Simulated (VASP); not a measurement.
All values below come from PBE GGA, VASP's PBE PAW potentials (set 64) (plane waves; VASP).

VASP input:

### POSCAR
```
MoC31Si31
1
    8.7583314356     0.0000000000     0.0000000000
    0.0000000000     8.7583314356    -0.0000000000
   -0.0000000000    -0.0000000000     8.7583314356
Si C Mo
31 31 1
Direct
  0.5000000000   0.0000000000   0.0000000000
  0.7500000000   0.2500000000   0.0000000000
  0.7500000000   0.0000000000   0.2500000000
  0.0000000000   0.0000000000   0.0000000000
  0.2500000000   0.2500000000   0.0000000000
  0.5000000000   0.5000000000   0.0000000000
  0.7500000000   0.7500000000   0.0000000000
  0.2500000000   0.0000000000   0.2500000000
  0.5005360000   0.2463860000   0.2553850000
  0.7531550000   0.5050400000   0.2545280000
  0.5000000000   0.0000000000   0.5000000000
  0.7483570000   0.2474880000   0.5004900000
  0.7500000000   0.0000000000   0.7500000000
  0.0000000000   0.5000000000   0.0000000000
  0.2500000000   0.7500000000   0.0000000000
  0.0000000000   0.2500000000   0.2500000000
  0.2500000000   0.5000000000   0.2500000000
  0.5000000000   0.7500000000   0.2500000000
  0.0000000000   0.0000000000   0.5000000000
  0.2500000000   0.2500000000   0.5000000000
  0.7500000000   0.7500000000   0.5000000000
  0.2500000000   0.0000000000   0.7500000000
  0.5000000000   0.2500000000   0.7500000000
  0.7500000000   0.5000000000   0.7500000000
  0.0000000000   0.7500000000   0.2500000000
  0.0000000000   0.5000000000   0.5000000000
  0.2500000000   0.7500000000   0.5000000000
  0.0000000000   0.2500000000   0.7500000000
  0.2500000000   0.5000000000   0.7500000000
  0.5000000000   0.7500000000   0.7500000000
  0.0000000000   0.7500000000   0.7500000000
  0.6261310000   0.1210550000   0.1210550000
  0.8773860000   0.3695020000   0.1303890000
  0.8713690000   0.1227550000   0.3752840000
  0.1250000000   0.1250000000   0.1250000000
  0.3751630000   0.3760600000   0.1197990000
  0.6301480000   0.6303400000   0.1285370000
  0.8750000000   0.8750000000   0.1250000000
  0.3768640000   0.1228410000   0.3752300000
  0.8761230000   0.6298380000   0.3702810000
  0.6237230000   0.1223780000   0.6287700000
  0.8708820000   0.3784660000   0.6201210000
  0.8750000000   0.1250000000   0.8750000000
  0.1250000000   0.6250000000   0.1250000000
  0.3750000000   0.8750000000   0.1250000000
  0.1250000000   0.3750000000   0.3750000000
  0.3752610000   0.6241690000   0.3695580000
  0.6250000000   0.8750000000   0.3750000000
  0.1250000000   0.1250000000   0.6250000000
  0.3765300000   0.3792600000   0.6284820000
  0.6285260000   0.6295420000   0.6229130000
  0.8750000000   0.8750000000   0.6250000000
  0.3750000000   0.1250000000   0.8750000000
  0.6250000000   0.3750000000   0.8750000000
  0.8750000000   0.6250000000   0.8750000000
  0.1250000000   0.8750000000   0.3750000000
  0.1250000000   0.6250000000   0.6250000000
  0.3750000000   0.8750000000   0.6250000000
  0.1250000000   0.3750000000   0.8750000000
  0.3750000000   0.6250000000   0.8750000000
  0.6250000000   0.8750000000   0.8750000000
  0.1250000000   0.8750000000   0.8750000000
  0.4964060000   0.5045020000   0.5004510000
```

**KPOINTS**
```
Regular mesh
0
Gamma
 1 1 1
```

INCAR:
```
ALGO=Fast
EDIFF=1E-5
EDIFFG=-0.03
ENCUT=400
GGA=PE
IBRION=2
ISIF=2
ISMEAR=0
ISPIN=2
ISYM=0
LASPH=.TRUE.
LCHARG=.FALSE.
LMAXMIX=4
LORBIT=10
LREAL=Auto
LWAVE=.TRUE.
MAGMOM=63*0.0476
NELECT=255.0
NELM=100
NELMIN=4
NSW=70
NUPDOWN=3
PREC=Normal
SIGMA=0.05
SYSTEM=MoC31Si31
```

POTCAR, in this order: Si C Mo (PBE.64 set). Program: vasp_gam.

What VASP printed:

**OSZICAR**
```
...
RMM:   6    -0.460393136983E+03   -0.15620E-03   -0.13972E-03   680   0.788E-02    0.684E-02
RMM:   7    -0.460393130490E+03    0.64931E-05   -0.25661E-04   655   0.347E-02    0.274E-02
RMM:   8    -0.460393138296E+03   -0.78061E-05   -0.78179E-05   593   0.180E-02
   4 F= -.46039314E+03 E0= -.46038652E+03  d E =-.123572E+00  mag=     3.0000
       N       E                     dE             d eps       ncg     rms          rms(c)
DAV:   1    -0.460393157106E+03   -0.26615E-04   -0.32362E-03   720   0.137E-01    0.195E-02
RMM:   2    -0.460393159871E+03   -0.27657E-05   -0.61278E-05   605   0.193E-02    0.104E-02
RMM:   3    -0.460393159468E+03    0.40319E-06   -0.11187E-05   389   0.753E-03    0.586E-03
RMM:   4    -0.460393159310E+03    0.15837E-06   -0.24904E-06   378   0.333E-03
   5 F= -.46039316E+03 E0= -.46038652E+03  d E =-.123593E+00  mag=     3.0000
       N       E                     dE             d eps       ncg     rms          rms(c)
DAV:   1    -0.460440485653E+03   -0.47326E-01   -0.78244E+00   640   0.634E+00    0.710E-01
RMM:   2    -0.460446576004E+03   -0.60904E-02   -0.99286E-02   640   0.782E-01    0.347E-01
RMM:   3    -0.460447501504E+03   -0.92550E-03   -0.23164E-02   650   0.315E-01    0.250E-01
RMM:   4    -0.460447389362E+03    0.11214E-03   -0.50706E-03   648   0.145E-01    0.129E-01
RMM:   5    -0.460447390071E+03   -0.70851E-06   -0.14888E-03   675   0.798E-02    0.857E-02
RMM:   6    -0.460447416423E+03   -0.26352E-04   -0.38218E-04   658   0.388E-02    0.362E-02
RMM:   7    -0.460447421649E+03   -0.52259E-05   -0.74872E-05   560   0.191E-02
   6 F= -.46044742E+03 E0= -.46044012E+03  d E =-.542623E-01  mag=     3.0000
       N       E                     dE             d eps       ncg     rms          rms(c)
DAV:   1    -0.460450380024E+03   -0.29636E-02   -0.95512E-01   672   0.222E+00    0.250E-01
RMM:   2    -0.460451114306E+03   -0.73428E-03   -0.12184E-02   640   0.274E-01    0.125E-01
RMM:   3    -0.460451245180E+03   -0.13087E-03   -0.28809E-03   651   0.111E-01    0.951E-02
RMM:   4    -0.460451203082E+03    0.42098E-04   -0.66315E-04   650   0.518E-02    0.468E-02
RMM:   5    -0.460451205293E+03   -0.22110E-05   -0.18793E-04   665   0.292E-02    0.303E-02
RMM:   6    -0.460451210338E+03   -0.50449E-05   -0.50675E-05   447   0.141E-02
   7 F= -.46045121E+03 E0= -.46044373E+03  d E =-.580510E-01  mag=     3.0000
       N       E                     dE             d eps       ncg     rms          rms(c)
DAV:   1    -0.460473625083E+03   -0.22420E-01   -0.83121E+00   640   0.660E+00    0.702E-01
RMM:   2    -0.460479765336E+03   -0.61403E-02   -0.98779E-02   640   0.775E-01    0.365E-01
RMM:   3    -0.460481003570E+03   -0.12382E-02   -0.25438E-02   653   0.312E-01    0.252E-01
RMM:   4    -0.460480614068E+03    0.38950E-03   -0.52330E-03   655   0.145E-01    0.140E-01
RMM:   5    -0.460480548206E+03    0.65862E-04   -0.14911E-03   653   0.834E-02    0.844E-02
RMM:   6    -0.460480602550E+03   -0.54345E-04   -0.49752E-04   668   0.435E-02    0.355E-02
RMM:   7    -0.460480605829E+03   -0.32793E-05   -0.73914E-05   564   0.189E-02
   8 F= -.46048061E+03 E0= -.46047398E+03  d E =-.293955E-01  mag=     3.0000
       N       E                     dE             d eps       ncg     rms          rms(c)
DAV:   1    -0.460480682761E+03   -0.80211E-04   -0.24960E-02   736   0.362E-01    0.392E-02
RMM:   2    -0.460480705249E+03   -0.22489E-04   -0.32717E-04   640   0.446E-02    0.220E-02
RMM:   3    -0.460480709628E+03   -0.43790E-05   -0.85261E-05   544   0.180E-02    0.161E-02
RMM:   4    -0.460480707619E+03    0.20091E-05   -0.16611E-05   400   0.836E-03
   9 F= -.46048071E+03 E0= -.46047411E+03  d E =-.294973E-01  mag=     3.0000
       N       E                     dE             d eps       ncg     rms          rms(c)
DAV:   1    -0.460490732986E+03   -0.10023E-01   -0.25673E+00   640   0.384E+00    0.402E-01
RMM:   2    -0.460492824920E+03   -0.20919E-02   -0.36189E-02   640   0.474E-01    0.218E-01
RMM:   3    -0.460493132074E+03   -0.30715E-03   -0.82188E-03   651   0.189E-01    0.143E-01
RMM:   4    -0.460492970744E+03    0.16133E-03   -0.17466E-03   651   0.863E-02    0.848E-02
RMM:   5    -0.460492942563E+03    0.28180E-04   -0.56637E-04   657   0.510E-02    0.456E-02
RMM:   6    -0.460492964769E+03   -0.22205E-04   -0.15553E-04   656   0.254E-02    0.209E-02
RMM:   7    -0.460492964933E+03   -0.16473E-06   -0.24587E-05   408   0.110E-02
  10 F= -.46049296E+03 E0= -.46048779E+03  d E =-.122573E-01  mag=     3.0000
       N       E                     dE             d eps       ncg     rms          rms(c)
DAV:   1    -0.460493165558E+03   -0.20079E-03   -0.61704E-02   712   0.596E-01    0.624E-02
RMM:   2    -0.460493218492E+03   -0.52934E-04   -0.89487E-04   640   0.747E-02    0.350E-02
RMM:   3    -0.460493226309E+03   -0.78170E-05   -0.20354E-04   651   0.298E-02    0.230E-02
RMM:   4    -0.460493221786E+03    0.45231E-05   -0.45405E-05   476   0.138E-02
  11 F= -.46049322E+03 E0= -.46048825E+03  d E =-.125142E-01  mag=     3.0000
       N       E                     dE             d eps       ncg     rms          rms(c)
DAV:   1    -0.460496644832E+03   -0.34185E-02   -0.98107E-01   640   0.238E+00    0.244E-01
RMM:   2    -0.460497126115E+03   -0.48128E-03   -0.11936E-02   640   0.273E-01    0.127E-01
RMM:   3    -0.460497179643E+03   -0.53528E-04   -0.28731E-03   649   0.112E-01    0.921E-02
RMM:   4    -0.460497119625E+03    0.60018E-04   -0.68705E-04   648   0.539E-02    0.455E-02
RMM:   5    -0.460497123432E+03   -0.38076E-05   -0.20722E-04   673   0.295E-02    0.286E-02
RMM:   6    -0.460497127495E+03   -0.40628E-05   -0.44193E-05   448   0.140E-02
  12 F= -.46049713E+03 E0= -.46049284E+03  d E =-.390571E-02  mag=     3.0000
       N       E                     dE             d eps       ncg     rms          rms(c)
DAV:   1    -0.460497135249E+03   -0.11816E-04   -0.19809E-03   744   0.107E-01    0.131E-02
RMM:   2    -0.460497136904E+03   -0.16557E-05   -0.30328E-05   440   0.135E-02    0.700E-03
RMM:   3    -0.460497137210E+03   -0.30547E-06   -0.69577E-06   387   0.557E-03    0.509E-03
RMM:   4    -0.460497137224E+03   -0.13744E-07   -0.16066E-06   328   0.262E-03
  13 F= -.46049714E+03 E0= -.46049288E+03  d E =-.391544E-02  mag=     3.0000
       N       E                     dE             d eps       ncg     rms          rms(c)
DAV:   1    -0.460498207617E+03   -0.10704E-02   -0.29370E-01   640   0.128E+00    0.142E-01
RMM:   2    -0.460498510863E+03   -0.30325E-03   -0.44902E-03   640   0.167E-01    0.731E-02
RMM:   3    -0.460498545157E+03   -0.34294E-04   -0.93410E-04   659   0.658E-02    0.525E-02
RMM:   4    -0.460498521225E+03    0.23932E-04   -0.19330E-04   651   0.293E-02    0.298E-02
RMM:   5    -0.460498515678E+03    0.55468E-05   -0.77858E-05   599   0.188E-02
  14 F= -.46049852E+03 E0= -.46049453E+03  d E =-.137845E-02  mag=     3.0000
       N       E                     dE             d eps       ncg     rms          rms(c)
DAV:   1    -0.460498521290E+03   -0.65382E-07   -0.13349E-03   736   0.857E-02    0.138E-02
RMM:   2    -0.460498523461E+03   -0.21704E-05   -0.31416E-05   427   0.129E-02    0.819E-03
RMM:   3    -0.460498523866E+03   -0.40513E-06   -0.68251E-06   381   0.568E-03    0.664E-03
RMM:   4    -0.460498523758E+03    0.10764E-06   -0.17602E-06   316   0.282E-03
  15 F= -.46049852E+03 E0= -.46049455E+03  d E =-.138653E-02  mag=     3.0000
       N       E                     dE             d eps       ncg     rms          rms(c)
DAV:   1    -0.460498971497E+03   -0.44763E-03   -0.10312E-01   640   0.794E-01    0.861E-02
RMM:   2    -0.460499024522E+03   -0.53024E-04   -0.15767E-03   640   0.996E-02    0.427E-02
RMM:   3    -0.460499022338E+03    0.21838E-05   -0.34094E-04   646   0.410E-02    0.304E-02
RMM:   4    -0.460499020765E+03    0.15733E-05   -0.89703E-05   604   0.192E-02
  16 F= -.46049902E+03 E0= -.46049529E+03  d E =-.497006E-03  mag=     3.0000
```

### OUTCAR
```
------------------------ aborting loop because EDIFF is reached ----------------------------------------
  FORCE on cell =-STRESS in cart. coord.  units (eV):
  Direction    XX          YY          ZZ          XY          YZ          ZX
  --------------------------------------------------------------------------------------
  Total        7.4978924      7.3878283      7.5659921      2.3185538     -2.2055980      1.4721631
  in kB       17.8807471     17.6182695     18.0431490      5.5292169     -5.2598434      3.5107701
  external PRESSURE =      17.8473885 kB  Pullay stress =       0.0000000 kB
  volume of cell :      671.84
      direct lattice vectors                 reciprocal lattice vectors
     8.758331436  0.000000000  0.000000000     0.114176999  0.000000000  0.000000000
     0.000000000  8.758331436  0.000000000     0.000000000  0.114176999  0.000000000
     0.000000000  0.000000000  8.758331436     0.000000000  0.000000000  0.114176999
  FREE ENERGIE OF THE ION-ELECTRON SYSTEM (eV)
  ---------------------------------------------------
  free  energy   TOTEN  =      -460.4990207645 eV

  energy  without entropy=     -460.4915607239  energy(sigma->0) =     -460.49529074

 total charge

# of ion       s       p       d       tot
------------------------------------------
    1        0.700   0.968   0.000   1.667
    2        0.697   0.965   0.000   1.663
    3        0.698   0.968   0.000   1.666
    4        0.697   0.968   0.000   1.665
    5        0.700   0.959   0.000   1.659
    6        0.697   0.968   0.000   1.665
    7        0.700   0.964   0.000   1.664
    8        0.700   0.960   0.000   1.660
    9        0.721   0.920   0.000   1.641
   10        0.719   0.913   0.000   1.632
   11        0.697   0.971   0.000   1.667
   12        0.721   0.920   0.000   1.641
   13        0.700   0.960   0.000   1.660
   14        0.700   0.962   0.000   1.662
   15        0.697   0.965   0.000   1.661
   16        0.697   0.966   0.000   1.663
   17        0.697   0.966   0.000   1.664
   18        0.697   0.966   0.000   1.663
   19        0.700   0.968   0.000   1.668
   20        0.697   0.968   0.000   1.665
   21        0.697   0.966   0.000   1.663
   22        0.697   0.963   0.000   1.660
   23        0.697   0.968   0.000   1.665
   24        0.697   0.966   0.000   1.664
   25        0.700   0.964   0.000   1.663
   26        0.697   0.968   0.000   1.665
   27        0.696   0.959   0.000   1.655
   28        0.700   0.959   0.000   1.659
   29        0.696   0.958   0.000   1.654
   30        0.696   0.960   0.000   1.655
   31        0.697   0.965   0.000   1.661
   32        0.836   1.710   0.000   2.546
   33        0.836   1.697   0.000   2.533
   34        0.836   1.710   0.000   2.547
   35        0.833   1.722   0.000   2.555
   36        0.844   1.691   0.000   2.535
   37        0.843   1.703   0.000   2.546
   38        0.835   1.718   0.000   2.554
   39        0.841   1.704   0.000   2.544
   40        0.843   1.704   0.000   2.546
   41        0.841   1.703   0.000   2.543
   42        0.844   1.691   0.000   2.535
   43        0.833   1.722   0.000   2.555
   44        0.837   1.720   0.000   2.557
   45        0.840   1.716   0.000   2.556
   46        0.839   1.703   0.000   2.542
   47        0.852   1.682   0.000   2.534
   48        0.839   1.706   0.000   2.545
   49        0.838   1.721   0.000   2.559
   50        0.850   1.691   0.000   2.541
   51        0.852   1.683   0.000   2.535
   52        0.840   1.716   0.000   2.556
   53        0.838   1.721   0.000   2.559
   54        0.839   1.703   0.000   2.542
   55        0.837   1.720   0.000   2.558
   56        0.849   1.683   0.000   2.532
   57        0.835   1.721   0.000   2.556
   58        0.837   1.719   0.000   2.556
   59        0.849   1.677   0.000   2.526
   60        0.835   1.721   0.000   2.556
   61        0.849   1.683   0.000   2.532
   62        0.840   1.707   0.000   2.547
   63        0.493   0.457   4.385   5.335
--------------------------------------------------
tot         48.253  83.084   4.385 135.723

 magnetization (x)

# of ion       s       p       d       tot
------------------------------------------
    1        0.001   0.007   0.000   0.007
    2        0.000   0.002   0.000   0.002
    3        0.000   0.002   0.000   0.002
    4       -0.000   0.002   0.000   0.002
    5        0.001   0.004   0.000   0.005
    6       -0.000   0.001   0.000   0.001
    7        0.001   0.006   0.000   0.007
    8        0.000   0.003   0.000   0.004
    9        0.001   0.020   0.000   0.021
   10        0.005   0.039   0.000   0.044
   11       -0.000   0.001   0.000   0.001
   12        0.001   0.019   0.000   0.020
   13        0.000   0.003   0.000   0.004
   14        0.001   0.003   0.000   0.004
   15        0.000   0.003   0.000   0.003
   16        0.000   0.002   0.000   0.002
   17        0.004   0.007   0.000   0.011
   18        0.003   0.006   0.000   0.009
...
```
(Selected blocks of OUTCAR.)

**CONTCAR**
```
MoC31Si31
   1.00000000000000
     8.7583314356000006    0.0000000000000000    0.0000000000000000
     0.0000000000000000    8.7583314356000006    0.0000000000000000
     0.0000000000000000    0.0000000000000000    8.7583314356000006
  Si              C               Mo
    31    31     1
Direct
     0.4986502550576959    0.0015088711839491    0.0014733575143069
     0.7496759285446590    0.2504391127026050    0.0009000506687690
     0.7499939364423907    0.0008792378954867    0.2501263813948607
     0.9996639910791737    0.0010143052116413    0.0004445219786054
     0.2486369499552017    0.2479913883495014    0.9999673972834436
     0.4998683560499466    0.5014659795806808    0.9985214863587010
     0.7518399887033396    0.7513071645456045    0.9990511153196791
     0.2491152685045143    0.9997100170017048    0.2483519987939907
     0.4923351399846791    0.2450257903732665    0.2459313111039469
     0.7511722740593189    0.5089870096222457    0.2489704614692545
     0.4996086317992360    0.9982914795889734    0.5004492408271003
     0.7540272154584123    0.2452469174322888    0.5073772192892434
     0.7518487022399354    0.9997991179518662    0.7509543558060824
     0.9982873186377658    0.5023032532721167    0.0018549229254302
     0.2505750570417490    0.7494325692127102    0.9992752555276091
     0.9992061174542188    0.2504507536550172    0.2504414409102189
     0.2487558065158244    0.5016780182043981    0.2486603790150608
     0.4997763029669162    0.7510790778995733    0.2479930392455413
     0.9986882187850689    0.0015654498336622    0.5013984308808684
     0.2488729740609643    0.2472592459153833    0.5009542154060624
     0.7522518524857976    0.7511639667126810    0.5003837588096786
     0.2501298141896225    0.0008101666631470    0.7500462846994013
     0.4991217493672201    0.2472340989003531    0.7512687308503256
     0.7515285018090733    0.5016522230075424    0.7514918095955497
     0.0010439225708039    0.7512981647527780    0.2482766998914002
     0.0015987129303159    0.5014718501484816    0.5002285782620250
     0.2522289125966671    0.7484088962411442    0.5013103591168266
     0.0001115823624633    0.2479712253769353    0.7514293178665004
     0.2523214368340342    0.5010281989740483    0.7477522398933918
     0.4988331694230566    0.7484662813755175    0.7479545265275258
     0.0008310499299808    0.7494554272584972    0.7496265861777012
     0.6249481097818889    0.1271498740187808    0.1274008886863301
     0.8718074213149121    0.3763120336946451    0.1283252116695639
     0.8727794567860534    0.1272048295850525    0.3751027574753316
     0.1237234416020386    0.1255326551695091    0.1256805144206097
     0.3745377836938728    0.3768163930115942    0.1246441045871383
     0.6241496447156227    0.6265149173349270    0.1221332287801901
     0.8749227230817610    0.8763495118456961    0.1251486733746188
     0.3746591448773003    0.1225734481377112    0.3760753127713797
     0.8780536948300327    0.6265234147913105    0.3759639281011791
     0.6240726948073974    0.1227453997246211    0.6253023033038526
     0.8753571492682363    0.3768431563802326    0.6254894646768616
     0.8744400697407642    0.1255265075003114    0.8763757109855245
     0.1241759465259544    0.6259849499822451    0.1238603517276258
     0.3744447153056757    0.8759890459699117    0.1236144549455390
     0.1255636738632613    0.3745318055138876    0.3749869168187887
     0.3709892926936866    0.6315851230367849    0.3680938903784203
     0.6257927284469375    0.8750048237004974    0.3743996303618563
     0.1232876255477941    0.1243941777664149    0.6257402573790929
     0.3696820759171578    0.3660202270679707    0.6303054061179069
     0.6322173325599652    0.6318091294089778    0.6292709474103430
     0.8765930583671908    0.8760370743495771    0.6256684541702389
     0.3743943478541738    0.1243857518433282    0.8768893760800429
     0.6250936015436729    0.3745169868358961    0.8745312867249038
     0.8762521004633533    0.6260106866660187    0.8759753151071863
     0.1238643787200079    0.8768735302497594    0.3761814100043190
     0.1259998763724728    0.6248798962911360    0.6250593914905215
     0.3747703469049767    0.8752527074888353    0.6254151354455560
     0.1238287713759708    0.3761855802905308    0.8762291042386020
     0.3750671808249648    0.6248653246339311    0.8740882043686357
     0.6240133489052978    0.8769265463300793    0.8761875901125525
     0.1249328310750165    0.8755183349703665    0.8752328487129606
     0.5165462943925425    0.4833628975656575    0.4840354561632164
```

At this cut-off the stress carries a Pulay error, which pulls relaxed volumes low. The cell is charged, with a uniform compensating background. The supercell is sampled at Γ alone, which is coarse: total energies, pressure and levels can be off, energies of defects by several tenths of an eV.

The cell is a supercell with a defect, built from SiC (zinc blende): Mo_Si-vac_C, charge -1.
